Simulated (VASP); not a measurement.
The system is GaAs.

```
CELL_PARAMETERS angstrom
0.00000 2.81237 2.81237
2.81237 0.00000 2.81237
2.81237 2.81237 0.00000
ATOMIC_POSITIONS crystal
Ga 0.00000 0.00000 0.00000
As 0.25000 0.25000 0.25000
```

The cell was built by a generator and isn't the measured one.

Base run:

| Quantity | Value |
| --- | --- |
| Program | VASP 6.6.1 |
| Functional | PBE |
| Potentials or basis | VASP PAW PBE potentials, release 64 (Ga_d, As) |
| Cutoff | 520 eV |
| k mesh | 8 × 8 × 8 |
| Occupations | gaussian, width 0.02 eV |
| Spin | non-collinear spin, zero start, spin-orbit coupling |
| Starting moments | [[0.0, 0.0, 0.0], [0.0, 0.0, 0.0]] μB |

Its results: pressure 4.7 GPa; net moment 0.00 μB per cell.

**Question.** The run is repeated on the same cell with these changes: functional from PBE to r2SCAN. What comes out?

**Answer.** Pressure 1.8 GPa; net moment 0.00 μB per cell.

Caveats: the PAW data sets were made with another functional, which shifts forces and pressure a little (some runs).
